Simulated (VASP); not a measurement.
Here is a VASP 6.6.1 calculation.

Contents of POSCAR:

```
H18CO10
1.0
    6.7165700000      0.0000000000      0.0000000000
    0.0000000000      6.7165700000      0.0000000000
    0.0000000000      0.0000000000      6.7165700000
O H C
10 18 1
Direct
    0.5610006298      0.8242004475      0.9110602584
    0.1246022896      0.4965927549      0.0423877068
    0.4309342417      0.2410307642      0.4363536746
    0.9076954457      0.3509529418      0.3509827189
    0.8800474051      0.0588246679      0.6592352942
    0.3652459514      0.2090054894      0.8565830476
    0.9301622703      0.5759636243      0.7229285186
    0.5746683203      0.4497384826      0.1144036316
    0.0966713665      0.8373768158      0.4090778478
    0.0058809779      1.0109475521      0.1402054918
    0.4786967157      0.9427579851      0.8949657340
    0.6789328482      0.8591587670      0.8479774647
    0.0303130914      0.5164987486     -0.0583631228
    0.2315914224      0.4091671791     -0.0071465048
    0.5297197826      0.1414561301      0.4121002238
    0.4553514666      0.3431066750      0.3302578548
    0.9927835190      0.4211375747      0.2598052280
    0.9041668590      0.2222711890      0.2771950564
    0.9035564284      0.1949804737      0.6161478255
    0.9641974996      0.0345712172      0.7722245134
    0.4769845323      0.2856666423      0.9107327103
    0.3763528110      0.2060873333      0.7148291464
    0.8253170889      0.5717203870      0.6309321573
    1.0495535668      0.5961078348      0.6385848729
    0.7019058835      0.4310533501      0.1898439233
    0.5794773225      0.5860133967      0.0614152760
   -0.0021886171      0.9239090786      0.4786520501
    0.2527778315      0.8466672721      0.1584439677
    0.1223690068      0.9088418642      0.2292092541
```

File INCAR.step1:

```
SYSTEM = H18CO10
  PREC = Accurate
  ENCUT = 520
  ISMEAR = -1
  SIGMA = 0.02
  LREAL = Auto
  LASPH = .True.
  NELM = 100
  NBANDS = 61
  GGA = PE
  ALGO = Normal
  EDIFF = 1E-4
  LWAVE = .True.
  LCHARG = .False.
```

Contents of INCAR.step2:

```
SYSTEM = H18CO10
  PREC = Accurate
  ENCUT = 520
  EDIFF = 1E-6
  ISMEAR = -1
  SIGMA = 0.02
  LREAL = Auto
  LASPH = .True.
  NELM = 100
  ALGO = Normal
  ISIF = 2
  LWAVE = .False.
  LCHARG = .False.
  METAGGA = R2SCAN
  LMIXTAU = .True.
  IVDW = 12
  VDW_S6 = 1.0
  VDW_S8 = 0.78981345
  VDW_A1 = 0.49484001
  VDW_A2 = 5.73083694
  NBANDS = 61
  ISTART = 1
```

Contents of KPOINTS:

```
Automatic mesh
0
Gamma
  1 1 1
  0 0 0
```

Potentials or basis: VASP PAW PBE potentials, release 64 (O, H, C).

Command:

```bash
$ cat potpaw_PBE.64/O/POTCAR potpaw_PBE.64/H/POTCAR potpaw_PBE.64/C/POTCAR > POTCAR
$ cp INCAR.step1 INCAR
$ mpirun -np 1 vasp_gam > vasp.out
$ cp INCAR.step2 INCAR
$ mpirun -np 1 vasp_gam > vasp.out
```

(1) What does it give for the pressure?

(2) Estimate the largest force.

(3) Estimate the dispersion energy per atom.

(4) What does it give for the band gap on the k mesh?

Results:

(1) 0.9 GPa.

(2) 2.799 eV/Å.

(3) -0.018 eV.

(4) 5.40 eV, direct.

Caveat: the standard files for N, O and F lose accuracy on very short bonds; the PAW data sets were made with another functional, which shifts forces and pressure a little.
